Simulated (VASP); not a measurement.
VASP input:

**KPOINTS**
```
K-points
0
gamma
 11 11 11
0 0 0
```

POSCAR:
```
RuAl
1
    3.0569255172    -0.0000000000    -0.0000000000
   -0.0000000000     3.0569255172    -0.0000000000
    0.0000000000     0.0000000000     3.0569255172
Al Ru
1 1
Direct
  0.5000000000   0.5000000000   0.5000000000
  0.0000000000   0.0000000000   0.0000000000
```

### INCAR
```
SYSTEM = RuAl
PREC = Accurate; ENCUT = 520; LREAL = .False.
LASPH = .True.
EDIFF = 1E-6; NELM = 100; ALGO = Normal
LMAXMIX = 4
ISMEAR = 1; SIGMA = 0.1
GGA = ML; LUSE_VDW = .True.; AGGAC = 0.0
ZAB_VDW = -1.8867
IBRION = 2; NSW = 60; ISIF = 3
EDIFFG = -0.01
LWAVE = .False.; LCHARG = .False.
```

POTCAR, in this order: Al Ru_pv (PBE.64 set). Program: vasp_std.

Q: Write an equivalent input for Quantum ESPRESSO's pw.x.

A: One equivalent input (not run):
```
&CONTROL
  calculation = 'vc-relax'
  pseudo_dir = './pseudo'
  outdir = './out'
  tprnfor = .true.
  tstress = .true.
  nstep = 60
  forc_conv_thr = 0.00039
/
&SYSTEM
  ibrav = 0
  nat = 2
  ntyp = 2
  ecutwfc = 84
  occupations = 'smearing'
  smearing = 'methfessel-paxton'
  degauss = 0.00735
  input_dft = 'vdw-df2'
/
&ELECTRONS
  conv_thr = 7.3e-08
  electron_maxstep = 100
/
&IONS
/
&CELL
/
ATOMIC_SPECIES
  Al 26.982 Al.upf
  Ru 101.070 Ru.upf
CELL_PARAMETERS angstrom
     3.0569255   -0.0000000   -0.0000000
    -0.0000000    3.0569255   -0.0000000
     0.0000000    0.0000000    3.0569255
ATOMIC_POSITIONS crystal
  Al   0.5000000  0.5000000  0.5000000
  Ru   0.0000000  0.0000000  0.0000000
K_POINTS automatic
  11 11 11 0 0 0
```
Limits of the translation: the potentials are each code's own (VASP's PAW set, PseudoDojo norm-conserving files in pw.x), so ENCUT and ecutwfc are chosen apart and not converted; conv_thr bounds pw.x's estimated SCF error, while EDIFF bounds the energy change between steps; forc_conv_thr acts on force components and is met together with etot_conv_thr.

The compound is RuAl in the CsCl type structure. It was relaxed first, which changed the volume by +7 %. The start is the result of an earlier pass.
